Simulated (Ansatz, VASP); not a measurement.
# One calculation of GaReSi, two programs

File INCAR:

```
  PREC = Accurate
  ENCUT = 600
  EDIFF = 1E-6
  ISMEAR = 0
  SIGMA = 0.01
  LREAL = False
  LASPH = True
  NELM = 100
  ALGO = Normal
  ISIF = 3
  LWAVE = False
  LCHARG = False
  GGA = PE
  IBRION = 2
  NSW = 100
  EDIFFG = -0.005
```

The input KPOINTS:

```
regular mesh
0
Gamma
  12 12 6
```

File POSCAR:

```
GaReSi
1.0
    3.1942000000      0.0000000000      0.0000000000
    0.0000000000      3.1942000000      0.0000000000
    0.0000000000      0.0000000000      8.0540000000
Ga Si Re
2 2 2
Direct
    0.5000000000      0.0000000000      0.9146000000
    0.0000000000      0.5000000000      0.0854000000
    0.0000000000      0.5000000000      0.4152000000
    0.5000000000      0.0000000000      0.5848000000
    0.0000000000      0.5000000000      0.7306300000
    0.5000000000      0.0000000000      0.2693700000
```

Input for Ansatz:

```yaml
crystal:
  lattice:
    - [3.1942, 0.0, 0.0]
    - [0.0, 3.1942, 0.0]
    - [0.0, 0.0, 8.054]
  atoms:
    - { symbol: Ga, position: [0.5, 0.0, 0.9146] }
    - { symbol: Ga, position: [0.0, 0.5, 0.0854] }
    - { symbol: Si, position: [0.0, 0.5, 0.4152] }
    - { symbol: Si, position: [0.5, 0.0, 0.5848] }
    - { symbol: Re, position: [0.0, 0.5, 0.73063] }
    - { symbol: Re, position: [0.5, 0.0, 0.26937] }
basis:
  ecutwfc: 420
kpoints:
  mp_grid: { grid: [12, 12, 6] }
hamiltonian:
  xc: pbe
scf:
  occupations: { method: gaussian, width: 0.01 }
output:
  forces: true
  stress: true
  eigenvalues: true
  write_density: true
  write_potential: true
  elf: true
  volumetric_format: npy
relax:
  adjacent_minimum: "off"
  f_tol: 0.005
  max_steps: 80
  cell: { stress_tol: 0.05 }
```

Alike in both runs: task relaxation of cell and atoms; functional PBE; k mesh 12 × 12 × 6; occupations gaussian, width 0.01 eV; no spin polarisation.

|  | VASP | Ansatz |
| --- | --- | --- |
| version | VASP 6.6.1 | Ansatz 0.2.0 |
| potentials or method | VASP PAW PBE potentials, release 64 (Ga_d, Si, Re) | scalar-relativistic, plane waves, PAW |
| plane-wave cutoff (eV) | 600 | 420 |
| valence electrons in the cell | 48 | 64 |

Ansatz gave:

```
gap on the k mesh at the Fermi level, each at its own relaxed structure (eV) : 0.18
relaxed volume (Å³/atom)                                                     : 13.94
relaxed cell length with the largest relative difference (Å)                 : 8.115
energy change over the relaxation (meV/atom)                                 : -3
```

What did VASP give for the same quantities?

gap on the k mesh at the Fermi level, each at its own relaxed structure (eV): 0.20; relaxed volume (Å³/atom): 13.96; relaxed cell length with the largest relative difference (Å): 8.120; energy change over the relaxation (meV/atom): -4.

The two sets of potentials don't hold the same shells in valence.

Caveats: spin-orbit coupling is left out, which moves the levels of the heavy elements. Zero-point motion and thermal expansion aren't in these numbers. PBE usually gives volumes a little too large and moduli too small.
